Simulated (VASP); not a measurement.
Input:

```
CELL_PARAMETERS angstrom
      1.89910    -3.28934     0.00000
      1.89910     3.28934     0.00000
      0.00000     0.00000     6.07224
ATOMIC_POSITIONS crystal
  Sn 0.00000 0.00000 0.00000
  Se 0.33333 0.66667 0.25981
  Se 0.66667 0.33333 0.74019
```

The numbers are results of vdW-DF-cx, VASP's PBE PAW potentials (set 64) (plane waves; VASP), not measurements. Settings: 520 eV cut-off, 7×7×4 Γ-centred mesh, Gaussian smearing of 0.050 eV, potentials Sn_d Se.

The ions and cell shape at fixed volume are relaxed. Predict the relaxed structure.

```
CELL_PARAMETERS angstrom
      1.91510    -3.31705     0.00000
      1.91510     3.31705     0.00000
      0.00000     0.00000     5.97121
ATOMIC_POSITIONS crystal
  Sn 0.00000 0.00000 0.00000
  Se 0.33333 0.66667 0.26746
  Se 0.66667 0.33333 0.73254
```
Space group P-3m1 (164), at a tolerance of 0.03 Å.

How much energy does the relaxation gain?

The energy (σ→0) changes by -4.6 meV/atom, in 5 ionic steps.

```json
[
 {"step": "1", "E(σ→0) (eV)": "-5.7849", "max force (eV/Å)": "0.308", "pressure (GPa)": "2.06", "volume (Å³)": "75.86"},
 {"step": "2", "E(σ→0) (eV)": "-5.7918", "max force (eV/Å)": "0.158", "pressure (GPa)": "1.53", "volume (Å³)": "75.86"},
 {"step": "3", "E(σ→0) (eV)": "-5.7942", "max force (eV/Å)": "0.004", "pressure (GPa)": "0.96", "volume (Å³)": "75.86"},
 {"step": "4", "E(σ→0) (eV)": "-5.7972", "max force (eV/Å)": "0.002", "pressure (GPa)": "0.75", "volume (Å³)": "75.86"},
 {"step": "5", "E(σ→0) (eV)": "-5.7988", "max force (eV/Å)": "0.000", "pressure (GPa)": "0.48", "volume (Å³)": "75.86"}
]
```

The compound is SnSe2 in the 1T layered structure. This cell is one point of a volume scan, at 0.97 of the reference volume. Symmetry was kept, so distortions that lower it aren't found.
